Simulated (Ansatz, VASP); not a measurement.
## Two plane-wave programs on HPbNO4

The input INCAR:

```
SYSTEM = HPbNO4
PREC = Accurate
ENCUT = 520
EDIFF = 1E-7
ISMEAR = -1
SIGMA = 0.05
LREAL = .False.
LASPH = .True.
NELM = 60
ALGO = Normal
ISIF = 2
LWAVE = .False.
LCHARG = .False.
GGA = PE
NBANDS = 31
KPAR = 4
```

KPOINTS

```
Automatic mesh
0
Gamma
  7 7 5
  0 0 0
```

POSCAR

```
HPbNO4
1.0
    4.1135073753      0.1089005877      0.1647369959
    1.8768869843      3.8118830166      0.1231143821
    1.7249041995      1.2270197639      6.2425692116
H Pb N O
1 1 1 4
Direct
    0.8914500000      0.6820200000      0.6279600000
    0.1442600000      0.9287200000      0.8835200000
    0.2567000000      0.2886100000      0.3017100000
    0.8310800000      0.6505600000      0.7840500000
    0.3869400000      0.2238000000      0.1129500000
    0.3110400000      0.0357600000      0.4585600000
    0.0772600000      0.6063300000      0.3227500000
```

input.yaml

```yaml
crystal:
  lattice:
    - [4.1135073753, 0.1089005877, 0.1647369959]
    - [1.8768869843, 3.8118830166, 0.1231143821]
    - [1.7249041995, 1.2270197639, 6.2425692116]
  atoms:
    - { symbol: H, position: [0.89145, 0.68202, 0.62796] }
    - { symbol: Pb, position: [0.14426, 0.92872, 0.88352] }
    - { symbol: "N", position: [0.2567, 0.28861, 0.30171] }
    - { symbol: O, position: [0.83108, 0.65056, 0.78405] }
    - { symbol: O, position: [0.38694, 0.2238, 0.11295] }
    - { symbol: O, position: [0.31104, 0.03576, 0.45856] }
    - { symbol: O, position: [0.07726, 0.60633, 0.32275] }
hamiltonian:
  xc: pbe
  pseudopotentials: { kind: paw }
kpoints:
  mp_grid: { grid: [7, 7, 5] }
scf:
  occupations: { method: fermi_dirac, width: 0.05 }
output:
  forces: true
  stress: true
  eigenvalues: true
  write_density: true
  write_potential: true
  elf: true
  volumetric_format: npy
```

Change from the starting cell: volume scaled by 0.94.

Alike in both runs: task single point; functional PBE; k mesh 7 × 7 × 5; occupations fermi-dirac, width 0.05 eV; no spin polarisation.

|  | VASP | Ansatz |
| --- | --- | --- |
| version | VASP 6.6.1 | Ansatz 0.2.0 |
| potentials or method | VASP PAW PBE potentials, release 64 (H, Pb_d, N, O) | Ansatz PAW |
| plane-wave cutoff (eV) | 520 | 420 |
| valence electrons in the cell | 44 | 44 |

VASP gave:

| Item | Value |
| --- | --- |
| gap on the k mesh at the Fermi level (eV) | 2.83 |
| least direct gap on the mesh (eV) | 2.86 |
| pressure (GPa) | 7.5 |
| largest component of the traceless stress (GPa) | 5.15 |
| rms of the force components (eV/Å) | 0.883 |

Question: What did Ansatz give for the same quantities?

Answer: gap on the k mesh at the Fermi level (eV): 2.86; least direct gap on the mesh (eV): 2.89; pressure (GPa): 6.6; largest component of the traceless stress (GPa): 4.05; rms of the force components (eV/Å): 0.688.

Atom by atom the forces differ by 0.200 eV/Å (rms over components).

Caveats: spin-orbit coupling is left out, which as a rule narrows the gap of such compounds by several tenths of an eV; forces of over 1 eV/Å show positions far from the minimum, so gaps and moduli don't describe the material at rest; the standard files for N, O and F lose accuracy on very short bonds (VASP); an odd mesh through Γ misses points on the zone boundary, where band edges often lie (VASP); odd divisions of the mesh miss points on the zone boundary, where band edges often lie, so the gap on the mesh can be too wide (Ansatz); the pressure holds a Pulay correction of +0.7 GPa for the finite cutoff (Ansatz).
